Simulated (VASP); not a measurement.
Energy against volume of SnTe (rock salt). All values below come from optB86b-vdW, VASP's PBE PAW potentials (set 64) (plane waves; VASP 6.6.1). Numerical set-up: 520 eV cut-off, 7×7×7 Γ-centred mesh, Gaussian smearing of 0.050 eV, potentials Sn_d Te.

| V (Å³/atom) | E (eV/atom) |
|---|---|
| 31.140 | -1.31302 |
| 32.103 | -1.31730 |
| 33.066 | -1.31370 |
| 34.029 | -1.30340 |

### Question
Fit these four points and predict the energy of the run at 30.177 Å³/atom.

### Answer
A cubic in V^(−2/3), the third-order Birch-Murnaghan form, passes through the four points with V0 = 32.12 Å³/atom and B0 = 44 GPa, and gives -1.2995 eV/atom there. The run gave -1.2995 eV/atom, -0.0 meV/atom from the fit; all five points give B0 = 43 GPa.

The compound is SnTe in the rock salt structure, which distorts at low temperature. It was relaxed first.
